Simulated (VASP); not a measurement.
# TaAs: cell size and functional

How much does the relaxed cell of TaAs depend on the functional? The starting structure is a computed structure from the Materials Project. The first relaxation on each setting starts from this cell expanded by 3 % in volume.

Calculated with VASP 6.6.1; Kohn-Sham DFT with plane waves and PAW; PBEsol, LDA, PBE, PBEsol + D3(BJ), r2SCAN and r2SCAN + rVV10.

### 1. Starting point

Symmetry: I4_1md, No. 109, tetragonal system. The conventional cell has a = 3.444 Å, b = 3.444 Å, c = 11.736 Å, α = 90.00°, β = 90.00°, γ = 90.00°. Nearest to Ta lie 6 As at 2.61 to 2.62 Å. As has 6 Ta at 2.61 to 2.62 Å nearest. Farther neighbours are not listed.

### 2. Relaxation with PBEsol

PBEsol restores the gradient expansion of exchange and is tuned for the cells of solids. This run starts from the cell of an earlier relaxation, which isn't shown; the restart sets up the plane waves anew.

INCAR reads:

```
SYSTEM = TaAs
PREC = Accurate
ENCUT = 450
EDIFF = 1E-06
NELM = 100
ISMEAR = 0
SIGMA = 0.05
LREAL = .FALSE.
ALGO = Normal
GGA = PS
NBANDS = 22
LASPH = .TRUE.
LORBIT = 11
LWAVE = .FALSE.
LCHARG = .FALSE.
KPAR = 16
IBRION = 2
NSW = 50
ISIF = 3
EDIFFG = -0.006
```

POSCAR reads:

```
TaAs
1.0
   -1.7160288193      1.7160288193      5.7999857395
    1.7160288193     -1.7160288193      5.7999857395
    1.7160288193      1.7160288193     -5.7999857395
Ta As
2 2
Direct
    0.5003017715      0.5003017715      0.0000000000
    0.2503017715      0.7503017715      0.5000000000
    0.0822976485      0.0822976485      0.0000000000
    0.8322976485      0.3322976485      0.5000000000
```

KPOINTS reads:

```
Automatic mesh
0
Gamma
14 14 14
0 0 0
```

PAW data sets: Ta_pv and As (PBE family, release 64).

Started as:

```
> mpirun -np 16 vasp_std
```

Log:

```text
[banner, memory and clock lines left out]
running   16 mpi-ranks, on    1 nodes
 distrk:  each k-point on    1 cores,   16 groups
 distr:  one band on    1 cores,    1 groups

 POSCAR found type information on POSCAR TaAs
 POSCAR found :  2 types and       4 ions
|                                                                             |
|           W    W    AA    RRRRR   N    N  II  N    N   GGGG   !!!           |
|           W    W   A  A   R    R  NN   N  II  NN   N  G    G  !!!           |
|           W    W  A    A  R    R  N N  N  II  N N  N  G       !!!           |
|           W WW W  AAAAAA  RRRRR   N  N N  II  N  N N  G  GGG   !            |
|           WW  WW  A    A  R   R   N   NN  II  N   NN  G    G                |
|           W    W  A    A  R    R  N    N  II  N    N   GGGG   !!!           |
|                                                                             |
|     For optimal performance we recommend to set                             |
|       NCORE = 2 up to number-of-cores-per-socket                            |
|     NCORE specifies how many cores store one orbital (NPAR=cpu/NCORE).      |
|     This setting can greatly improve the performance of VASP for DFT.       |
|     The default, NCORE=1 might be grossly inefficient on modern             |
|     multi-core architectures or massively parallel machines. Do your        |
|     Unfortunately you need to use the default for GW and RPA                |
|     calculations (for HF NCORE is supported but not extensively tested      |
|     yet).                                                                   |
|                                                                             |

|                                                                             |
|               ----> ADVICE to this user running VASP <----                  |
|                                                                             |
|     You enforced a specific xc type in the INCAR file but a different       |
|     [... a line on the potential file left out ...]
|     I HOPE YOU KNOW WHAT YOU ARE DOING!                                     |
|                                                                             |

 LDA part: xc-table for (Slater+PW92), standard interpolation
 POSCAR, INCAR and KPOINTS ok, starting setup
 FFT: planning ... GRIDC
 FFT: planning ... GRID_SOFT
 FFT: planning ... GRID
 WAVECAR not read
 entering main loop
       N       E                     dE             d eps       ncg     rms          rms(c)
DAV:   1     0.220491117399E+03    0.22049E+03   -0.15401E+04 10760   0.126E+03
DAV:   2    -0.298302316325E+02   -0.25032E+03   -0.24069E+03 12484   0.348E+02
DAV:   3    -0.393722093195E+02   -0.95420E+01   -0.93067E+01 13944   0.611E+01
DAV:   4    -0.395334618743E+02   -0.16125E+00   -0.16051E+00 13196   0.754E+00
DAV:   5    -0.395369644390E+02   -0.35026E-02   -0.34995E-02 13900   0.881E-01    0.222E+01
DAV:   6    -0.378639807897E+02    0.16730E+01   -0.49576E+00 13086   0.137E+01    0.957E+00
DAV:   7    -0.377481702818E+02    0.11581E+00   -0.49398E-01 14986   0.448E+00    0.264E+00
DAV:   8    -0.377289229085E+02    0.19247E-01   -0.45217E-02 13262   0.101E+00    0.250E-01
DAV:   9    -0.377286207851E+02    0.30212E-03   -0.35659E-03 13654   0.320E-01    0.104E-01
DAV:  10    -0.377285724192E+02    0.48366E-04   -0.34432E-04 12878   0.153E-01    0.185E-02
DAV:  11    -0.377285707730E+02    0.16462E-05   -0.30053E-05 14298   0.288E-02    0.123E-02
DAV:  12    -0.377285678218E+02    0.29512E-05   -0.87921E-06 13226   0.202E-02    0.107E-03
DAV:  13    -0.377285678025E+02    0.19322E-07   -0.33213E-07  7798   0.381E-03
   1 F= -.37728568E+02 E0= -.37728360E+02  d E =-.377286E+02
 curvature:   0.00 expect dE= 0.000E+00 dE for cont linesearch  0.000E+00
 trial: gam= 0.00000 g(F)=  0.894E-07 g(S)=  0.405E-05 ort = 0.000E+00 (trialstep = 0.100E+01)
 search vector abs. value=  0.414E-05
 reached required accuracy - stopping structural energy minimisation
```

It took 59 s on 16 MPI ranks of AMD EPYC 7R43, shared host; peak memory 8.6 GiB.

Lines that name or quote the potential files are left out of all logs, and their timing lines are given in words.

From OUTCAR (step 2):

```text
ion  position               nearest neighbor table
   1  0.500  0.500  0.000-   4 2.60   4 2.60   3 2.61   3 2.61   3 2.61   3 2.61   2 3.37   2 3.37
                             2 3.37   2 3.37
   2  0.250  0.750  0.500-   3 2.60   3 2.60   4 2.61   4 2.61   4 2.61   4 2.61   1 3.37   1 3.37
                             1 3.37   1 3.37
   3  0.082  0.082  0.000-   2 2.60   2 2.60   1 2.61   1 2.61   1 2.61   1 2.61
   4  0.832  0.332  0.500-   1 2.60   1 2.60   2 2.61   2 2.61   2 2.61   2 2.61

  LATTYP: Found a body centered tetragonal cell.
 ALAT       =     3.4320576386
 C/A-ratio  =     3.3798883062

 Subroutine GETGRP returns: Found  8 space group operations
 (whereof  4 operations were pure point group operations)

The static configuration has the point symmetry C_2v.
 The point group associated with its full space group is C_4v.

 Found    244 irreducible k-points:

   k-points           NKPTS =    244   k-points in BZ     NKDIM =    244   number of bands    NBANDS=     22

   dimension x,y,z NGX =    48 NGY =   48 NGZ =   48
   dimension x,y,z NGXF=    96 NGYF=   96 NGZF=   96

   ENCUT  =  450.0 eV  33.07 Ry    5.75 a.u.  10.87 10.87 10.87*2*pi/ulx,y,z

   NELECT =      32.0000    total number of electrons

 k-points in reciprocal lattice and weights: Automatic mesh
   0.00000000  0.00000000  0.00000000       0.000
   0.07142857 -0.00000000  0.00000000       0.003
   0.14285714 -0.00000000  0.00000000       0.003
   0.21428571 -0.00000000  0.00000000       0.003
   0.28571429 -0.00000000  0.00000000       0.003
   0.35714286  0.00000000  0.00000000       0.003
   0.42857143 -0.00000000  0.00000000       0.003
   0.50000000 -0.00000000  0.00000000       0.001
   0.07142857  0.07142857 -0.00000000       0.003
[...]
-0.42857143 -0.42857143  0.42857143       0.001
   0.50000000  0.50000000  0.50000000       0.000

 average (electrostatic) potential at core
       1 -35.8607       2 -35.8607       3 -47.4965       4 -47.4965

 E-fermi :   6.9768

 k-point     1 :       0.0000    0.0000    0.0000
  band No.  band energies     occupation
    ...
     12       4.4888      2.00000
     13       4.5905      2.00000
     14       5.0303      2.00000
     15       5.3484      2.00000
     16       5.3484      2.00000
     17       7.8892      0.00000
     18       8.5911      0.00000
     19       9.4060      0.00000
     20      10.1470      0.00000
     21      10.1470      0.00000
    ...

 k-point     2 :       0.0714   -0.0000    0.0000
  band No.  band energies     occupation
    ...
     12       4.4327      2.00000
     13       4.6730      2.00000
     14       4.9033      2.00000
     15       5.3270      2.00000
     16       5.4902      2.00000
     17       7.7838      0.00000
     18       8.4604      0.00000
     19       9.4374      0.00000
     20       9.8452      0.00000
     21      10.3413      0.00000
    ...

 k-point     3 :       0.1429   -0.0000    0.0000
  band No.  band energies     occupation
    ...
     12       4.2875      2.00000
     13       4.7868      2.00000
     14       4.9979      2.00000
     15       5.2296      2.00000
     16       5.7481      2.00000
     17       7.5930      0.00000
     18       8.2401      0.00000
     19       9.0551      0.00000
     20       9.6881      0.00000
     21      10.1394      0.00000
    ...

  Total        0.0051924      0.0051924     -0.0167958      0.0000000      0.0000000      0.0000000
  in kB        0.1217696      0.1217696     -0.3938891      0.0000000      0.0000000      0.0000000
  external PRESSURE =      -0.0501166 kB  Pullay stress =       0.0000000 kB

  energy-cutoff  :      450.00
  volume of cell :       68.32
      direct lattice vectors                 reciprocal lattice vectors
    -1.716028819  1.716028819  5.799985740     0.000000000  0.291370398  0.086207109
     1.716028819 -1.716028819  5.799985740     0.291370398  0.000000000  0.086207109
     1.716028819  1.716028819 -5.799985740     0.291370398  0.291370398  0.000000000

 POSITION                                       TOTAL-FORCE (eV/Angst)
 -----------------------------------------------------------------------------------
      0.00000      0.00000      5.80349         0.000000     -0.000000     -0.000681
      1.71603     -0.00000      2.90349        -0.000000      0.000000     -0.000681
      0.00000      0.00000      0.95465         0.000000     -0.000000      0.000681
      0.00000      1.71603      3.85464        -0.000000      0.000000      0.000681
 -----------------------------------------------------------------------------------
    total drift:                                0.000000      0.000000      0.000211

  FREE ENERGIE OF THE ION-ELECTRON SYSTEM (eV)
  ---------------------------------------------------
  free  energy   TOTEN  =       -37.7285678025 eV

  energy  without entropy=      -37.7281522175  energy(sigma->0) =      -37.72836001

 reached required accuracy - stopping structural energy minimisation

 total charge
# of ion       s       p       d       tot
------------------------------------------
    1        0.280   6.167   2.421   8.867
    2        0.280   6.167   2.421   8.867
    3        1.191   1.684   0.086   2.961
    4        1.191   1.684   0.086   2.961
--------------------------------------------------
tot          2.942  15.702   5.013  23.656

[... 3 further parts left out ...]
```

The PAW data sets were made with PBE, which is usual practice but a small mismatch for other functionals. The run keeps the 8 symmetry operations of its start, so it cannot find a distortion of lower symmetry.

With PBEsol the relaxed cell holds 17.080 Å³ an atom, -1.82 % against the starting cell, with a = 3.432 Å and c = 11.600 Å.

### 3. Relaxation with LDA

LDA, the lowest rung, knows the local density alone. This run starts from the cell of an earlier relaxation, which isn't shown; the restart sets up the plane waves anew.

Changes to INCAR since step 2:

```diff
@@ -9,3 +9,3 @@
 ALGO = Normal
-GGA = PS
+GGA = CA
 NBANDS = 22
```

POSCAR reads:

```
TaAs
1.0
   -1.7055141763      1.7055141763      5.7684295261
    1.7055141763     -1.7055141763      5.7684295261
    1.7055141763      1.7055141763     -5.7684295261
Ta As
2 2
Direct
    0.5003068104      0.5003068104      0.0000000000
    0.2503068104      0.7503068104      0.5000000000
    0.0822926096      0.0822926096      0.0000000000
    0.8322926096      0.3322926096      0.5000000000
```

KPOINTS is that of step 2.

PAW data sets: Ta_pv and As (LDA family, release 64).

Started as:

```
> mpirun -np 16 vasp_std
```

Log:

```text
[banner, memory and clock lines left out]
running   16 mpi-ranks, on    1 nodes
[...]
[... a notice as in an earlier step ...]

 LDA part: xc-table for (Slater(with rela. corr.)+CA(PZ))
 , standard interpolation
 POSCAR, INCAR and KPOINTS ok, starting setup
[...]
entering main loop
       N       E                     dE             d eps       ncg     rms          rms(c)
DAV:   1     0.220914587218E+03    0.22091E+03   -0.15362E+04 10752   0.126E+03
DAV:   2    -0.310116892892E+02   -0.25193E+03   -0.24227E+03 12556   0.349E+02
DAV:   3    -0.405704808437E+02   -0.95588E+01   -0.93183E+01 13804   0.614E+01
DAV:   4    -0.407297519670E+02   -0.15927E+00   -0.15847E+00 13166   0.754E+00
[...]
DAV:  11    -0.389540357210E+02    0.14383E-05   -0.24824E-05 14330   0.270E-02    0.129E-02
DAV:  12    -0.389540341250E+02    0.15960E-05   -0.76072E-06 12970   0.195E-02    0.106E-03
DAV:  13    -0.389540341234E+02    0.16862E-08   -0.26519E-07  7810   0.353E-03
   1 F= -.38954034E+02 E0= -.38953812E+02  d E =-.389540E+02
[...]
N       E                     dE             d eps       ncg     rms          rms(c)
DAV:   1    -0.389540656014E+02   -0.31476E-04   -0.12186E-03 11000   0.272E-01    0.372E-02
DAV:   2    -0.389540428749E+02    0.22727E-04   -0.46172E-05 13262   0.557E-02    0.154E-02
DAV:   3    -0.389540363985E+02    0.64763E-05   -0.16287E-05 13516   0.295E-02    0.469E-03
DAV:   4    -0.389540363073E+02    0.91275E-07   -0.12334E-06  7594   0.677E-03
   2 F= -.38954036E+02 E0= -.38953811E+02  d E =-.218391E-05
 trial-energy change:   -0.000002  1 .order   -0.000004   -0.000010    0.000002
 step:   0.8030(harm=  0.8030)  dis= 0.00003  next Energy=   -38.954038 (dE=-0.391E-05)
 reached required accuracy - stopping structural energy minimisation
```

It took 79 s on 16 MPI ranks; peak memory 7.8 GiB.

From OUTCAR (step 3):

```text
  Total        0.0129940      0.0129940      0.0065786      0.0000000      0.0000000      0.0000000
  in kB        0.3102856      0.3102856      0.1570924      0.0000000      0.0000000      0.0000000
  external PRESSURE =       0.2592212 kB  Pullay stress =       0.0000000 kB

 POSITION                                       TOTAL-FORCE (eV/Angst)
 -----------------------------------------------------------------------------------
      1.70553      1.70553      0.00350         0.000000     -0.000000      0.003048
      1.70553      0.00000      2.88673        -0.000000      0.000000      0.003048
      0.00000      0.00000      0.94911         0.000000     -0.000000     -0.003048
      0.00000      1.70553      3.83235        -0.000000      0.000000     -0.003048
 -----------------------------------------------------------------------------------
    total drift:                               -0.000000     -0.000000      0.000529

  FREE ENERGIE OF THE ION-ELECTRON SYSTEM (eV)
  ---------------------------------------------------
  free  energy   TOTEN  =       -38.9540363073 eV

  energy  without entropy=      -38.9535855662  energy(sigma->0) =      -38.95381094

[... 2 parts as in an earlier step ...]

[... 2 further parts left out ...]
[key lines of the parts left out:]
E-fermi :   7.2724
```

With LDA the relaxed cell holds 16.774 Å³ an atom, -3.58 % against the starting cell, with a = 3.411 Å and c = 11.533 Å. That is -1.79 % from PBEsol.

### 4. Relaxation with PBE

PBE, the usual starting point, adds the gradient of the density. This run starts from the cell of an earlier relaxation, which isn't shown; the restart sets up the plane waves anew.

Changes to INCAR since step 3:

```diff
@@ -9,3 +9,3 @@
 ALGO = Normal
-GGA = CA
+GGA = PE
 NBANDS = 22
```

POSCAR reads:

```
TaAs
1.0
   -1.7328588645      1.7328588645      5.8718142824
    1.7328588645     -1.7328588645      5.8718142824
    1.7328588645      1.7328588645     -5.8718142824
Ta As
2 2
Direct
    0.5001862629      0.5001862629      0.0000000000
    0.2501862629      0.7501862629      0.5000000000
    0.0824131571      0.0824131571      0.0000000000
    0.8324131571      0.3324131571      0.5000000000
```

KPOINTS is that of step 3.

The projector-augmented-wave data sets are Ta_pv and As (PBE family, release 64).

Started as:

```
> mpirun -np 16 vasp_std
```

Log:

```text
[banner, memory and clock lines left out]
running   16 mpi-ranks, on    1 nodes
[...]
[... a notice as in an earlier step ...]

 LDA part: xc-table for (Slater+PW92), standard interpolation
 POSCAR, INCAR and KPOINTS ok, starting setup
[...]
entering main loop
       N       E                     dE             d eps       ncg     rms          rms(c)
DAV:   1     0.220542100667E+03    0.22054E+03   -0.15361E+04 10752   0.125E+03
DAV:   2    -0.274136069775E+02   -0.24796E+03   -0.23815E+03 12534   0.345E+02
DAV:   3    -0.367833911904E+02   -0.93698E+01   -0.91427E+01 13878   0.603E+01
DAV:   4    -0.369453923262E+02   -0.16200E+00   -0.16117E+00 13168   0.755E+00
[...]
DAV:  11    -0.351156532555E+02    0.14784E-05   -0.35554E-05 14744   0.328E-02    0.135E-02
DAV:  12    -0.351156484969E+02    0.47586E-05   -0.12364E-05 13296   0.239E-02    0.188E-03
DAV:  13    -0.351156485471E+02   -0.50215E-07   -0.49957E-07  8128   0.487E-03
   1 F= -.35115649E+02 E0= -.35115453E+02  d E =-.351156E+02
[...]
reached required accuracy - stopping structural energy minimisation
```

Elapsed: 64 s, on 16 MPI ranks; peak memory 8.4 GiB; 17 min of CPU time.

OUTCAR, selected parts (step 4):

```text
  Total       -0.0009428     -0.0009428     -0.0071974      0.0000000      0.0000000      0.0000000
  in kB       -0.0214183     -0.0214183     -0.1635047      0.0000000      0.0000000      0.0000000
  external PRESSURE =      -0.0687804 kB  Pullay stress =       0.0000000 kB

 POSITION                                       TOTAL-FORCE (eV/Angst)
 -----------------------------------------------------------------------------------
      0.00000      0.00000      5.87400        -0.000000      0.000000     -0.000734
      1.73286      0.00000      2.93809         0.000000     -0.000000     -0.000734
      0.00000      0.00000      0.96783        -0.000000      0.000000      0.000734
      0.00000      1.73286      3.90374         0.000000     -0.000000      0.000734
 -----------------------------------------------------------------------------------
    total drift:                                0.000000      0.000000     -0.000037

  FREE ENERGIE OF THE ION-ELECTRON SYSTEM (eV)
  ---------------------------------------------------
  free  energy   TOTEN  =       -35.1156485471 eV

  energy  without entropy=      -35.1152572680  energy(sigma->0) =      -35.11545291

[... 2 parts as in an earlier step ...]

[... 2 further parts left out ...]
[key lines of the parts left out:]
E-fermi :   6.8365
```

With PBE the relaxed cell holds 17.632 Å³ an atom, +1.35 % against the starting cell, with a = 3.466 Å and c = 11.744 Å. That is +3.23 % from PBEsol.

(Part 1 of 2 ends here.)

[Lines on the potential files, build, host, timing and source positions are cut from VASP's logs without a mark.]

[Logs are printed without paths, hosts, clocks, repeated set-up lines and the standing remarks that a program may print on its own settings, such as how far it seeks lower states.]

[Hosts, paths, dates, database ids (printed as entryN), source tags and the programs' standing remarks are cut or masked in the printed files.]
